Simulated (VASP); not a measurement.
Input:

```
AlN
1.0
    0.00000     2.18381     2.18381
    2.18381     0.00000     2.18381
    2.18381     2.18381     0.00000
Al N
1 1
Cartesian
  0.00000   0.00000   0.00000
  1.09190   1.09190   1.09190
```

Level of theory: r2SCAN meta-GGA, VASP's PBE PAW potentials (set 64) (plane waves; VASP). Numerical set-up: 520 eV cut-off, 10×10×10 Γ-centred mesh, Gaussian smearing of 0.050 eV, potentials Al N.

### Question
The job: AlN (zinc blende), 2 atoms, r2SCAN, static run, 520 eV, 10×10×10 Γ-centred mesh. Roughly how much core time does it take on a busy server core?

### Answer
About 40 core-seconds (one run on a shared machine, a rough figure). It had 47 irreducible k-points, 8 bands, up to 571 plane waves and 24 electronic steps.

The compound is AlN in the zinc blende structure, a metastable form; wurtzite is the usual one. It was relaxed first.
